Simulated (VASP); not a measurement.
Computed with PBE GGA, VASP's PBE PAW potentials (set 64) (plane waves; VASP).

Input for VASP

INCAR:
```
! general
SYSTEM   =  Ta3Si
PREC     =  Accurate
ENCUT    =  300
LREAL    =  .FALSE.
LASPH    =  .TRUE.

! electronic loop
EDIFF    =  1E-6
NELM     =  100
ALGO     =  Normal
LMAXMIX  =  6

! smearing
ISMEAR   =  -1
SIGMA    =  0.1

! functional
GGA      =  PE

! ions
ISIF     =  2

! output
LWAVE    =  .FALSE.
LCHARG   =  .FALSE.
```

**POSCAR**
```
Ta3Si
1
    0.0000000000     3.4777930000     3.4777930000
    3.4777930000     0.0000000000     3.4777930000
    3.4777930000     3.4777930000     0.0000000000
Si Ta
1 3
Direct
  0.0000000000   0.0000000000   0.0000000000
  0.5000000000   0.5000000000   0.5000000000
  0.2500000000   0.2500000000   0.2500000000
  0.7500000000   0.7500000000   0.7500000000
```

KPOINTS:
```
Automatic
0
Gamma
6 6 6
```

POTCAR, in this order: Si Ta_pv (PBE.64 set). Program: vasp_std.

The resulting files:

### OSZICAR
```
       N       E                     dE             d eps       ncg     rms          rms(c)
DAV:   1     0.214338909486E+03    0.21434E+03   -0.15688E+04   784   0.107E+03
DAV:   2    -0.308873304922E+02   -0.24523E+03   -0.24240E+03   794   0.341E+02
DAV:   3    -0.409000651335E+02   -0.10013E+02   -0.97817E+01   952   0.564E+01
DAV:   4    -0.411654825819E+02   -0.26542E+00   -0.26201E+00   868   0.807E+00
DAV:   5    -0.411754847114E+02   -0.10002E-01   -0.99661E-02  1016   0.126E+00    0.177E+01
DAV:   6    -0.395548421440E+02    0.16206E+01   -0.53663E+00   896   0.168E+01    0.797E+00
DAV:   7    -0.393014215407E+02    0.25342E+00   -0.12082E+00   828   0.730E+00    0.242E+00
DAV:   8    -0.392571230399E+02    0.44299E-01   -0.31273E-01   982   0.425E+00    0.815E-01
DAV:   9    -0.392534869246E+02    0.36361E-02   -0.31736E-02   898   0.116E+00    0.324E-01
DAV:  10    -0.392535996626E+02   -0.11274E-03   -0.23955E-03   894   0.430E-01    0.473E-02
DAV:  11    -0.392535941343E+02    0.55283E-05   -0.19796E-04   948   0.106E-01    0.219E-02
DAV:  12    -0.392535869357E+02    0.71986E-05   -0.96766E-06   868   0.269E-02    0.312E-03
DAV:  13    -0.392535867299E+02    0.20581E-06   -0.81355E-07   532   0.660E-03
   1 F= -.39253587E+02 E0= -.39179152E+02  d E =-.148869E+00
```

### OUTCAR
```
------------------------ aborting loop because EDIFF is reached ----------------------------------------
  FORCE on cell =-STRESS in cart. coord.  units (eV):
  Direction    XX          YY          ZZ          XY          YZ          ZX
  --------------------------------------------------------------------------------------
  Total      -13.9462354    -13.9462354    -13.9462354      0.0000000      0.0000000     -0.0000000
  in kB     -265.5989735   -265.5989735   -265.5989735      0.0000000      0.0000000     -0.0000000
  external PRESSURE =    -265.5989735 kB  Pullay stress =       0.0000000 kB
  volume of cell :       84.13
      direct lattice vectors                 reciprocal lattice vectors
     0.000000000  3.477793000  3.477793000    -0.143769339  0.143769339  0.143769339
     3.477793000  0.000000000  3.477793000     0.143769339 -0.143769339  0.143769339
     3.477793000  3.477793000  0.000000000     0.143769339  0.143769339 -0.143769339
 POSITION                                       TOTAL-FORCE (eV/Angst)
 -----------------------------------------------------------------------------------
      0.00000      0.00000      0.00000        -0.000000      0.000000      0.000000
      3.47779      3.47779      3.47779        -0.000000      0.000000      0.000000
      1.73890      1.73890      1.73890         0.000000      0.000000      0.000000
      5.21669      5.21669      5.21669        -0.000000     -0.000000     -0.000000
 -----------------------------------------------------------------------------------
    total drift:                                0.000000      0.000000      0.000000
  FREE ENERGIE OF THE ION-ELECTRON SYSTEM (eV)
  ---------------------------------------------------
  free  energy   TOTEN  =       -39.2535867299 eV

  energy  without entropy=      -39.1047176645  energy(sigma->0) =      -39.17915220
```
(Selected blocks of OUTCAR.)

### OUTCAR
```
 val. band max:        5.0450043266   @ k =  -0.3333   0.3333   0.1667

 cond. band min:       5.0976152143   @ k =   0.5000   0.3333   0.1667


 Fermi energy:         5.0694360702

 k-point     1 :       0.0000    0.0000    0.0000
  band No.  band energies     occupation
      1     -29.6610      2.00000
      2     -29.6610      2.00000
      3     -29.6610      2.00000
      4     -29.6282      2.00000
      5     -29.6282      2.00000
      6     -29.6282      2.00000
      7     -29.0438      2.00000
      8     -29.0438      2.00000
      9     -29.0438      2.00000
     10      -4.3663      2.00000
     11       1.9708      2.00000
     12       1.9708      2.00000
     13       1.9708      2.00000
     14       2.4678      2.00000
     15       2.4678      2.00000
     16       3.7355      2.00000
     17       4.3500      1.99850
     18       4.3500      1.99850
     19       4.3500      1.99850
     20       7.1505      0.00000
     21       7.1505      0.00000
     22       7.1505      0.00000

 k-point     2 :       0.1667    0.0000    0.0000
  band No.  band energies     occupation
      1     -29.6850      2.00000
      2     -29.6700      2.00000
      3     -29.6700      2.00000
      4     -29.6237      2.00000
      5     -29.6237      2.00000
      6     -29.6001      2.00000
      7     -29.0505      2.00000
      8     -29.0393      2.00000
      9     -29.0393      2.00000
     10      -4.0923      2.00000
     11       1.1304      2.00000
     12       1.8453      2.00000
     13       1.8453      2.00000
     14       2.9022      2.00000
     15       2.9022      2.00000
     16       3.8889      1.99999
     17       4.2696      1.99933
     18       4.2696      1.99933
     19       4.9262      1.61452
     20       6.3273      0.00001
     21       6.6482      0.00000
     22       6.6482      0.00000

 k-point     3 :       0.3333    0.0000    0.0000
  band No.  band energies     occupation
      1     -29.6845      2.00000
...
```

At this cut-off the stress carries a Pulay error, which pulls relaxed volumes low. Unless said otherwise, spin-orbit coupling is left out, though it shifts the bands of the heavy elements here.

The structure was generated: Ta3Si was put into an ordered model structure, which need not be its known phase. The cell was not relaxed at this level. The electron count is odd and the run is not spin-polarised, which forces a metal.
